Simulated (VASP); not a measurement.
Mn (relaxed from the simple-cubic structure, space group Pm-3m): computed properties

The numbers are results of PBEsol GGA, VASP's PBE PAW potentials (set 64) (plane waves; VASP), not measurements.

| Property | Result |
|---|---|
| space group | Pm-3m (221) |
| cell | a = b = c = 2.251 Å, α = β = γ = 90.00° |
| volume per atom | 11.40 Å³/atom |
| band gap (over mesh and band path) | none (metal, semimetal or under 0.01 eV) |
| cell moment | 0.00 μB |
| density | 8.00 g/cm³ |
| C11 | 234 GPa |
| C12 | 223 GPa |
| C44 | -48.4 GPa |

```yaml
crystal:
  lattice:
    - [2.25085, 0.00000, 0.00000]
    - [0.00000, 2.25085, 0.00000]
    - [0.00000, 0.00000, 2.25085]
  atoms:
    - { symbol: Mn, position: [0.00000, 0.00000, 0.00000], spin: 0.4 }
```

The moments were started parallel, and other spin orders were not tried in this run. Finite-difference elastic constants of metals are sensitive to mesh and smearing; shear constants can be off by tens of GPa.

The structure was generated: Mn was put into the simple-cubic type (Pm-3m), which need not be its known phase. It was relaxed first, which changed the volume by -11 %. Symmetry was kept, so distortions that lower it aren't found.
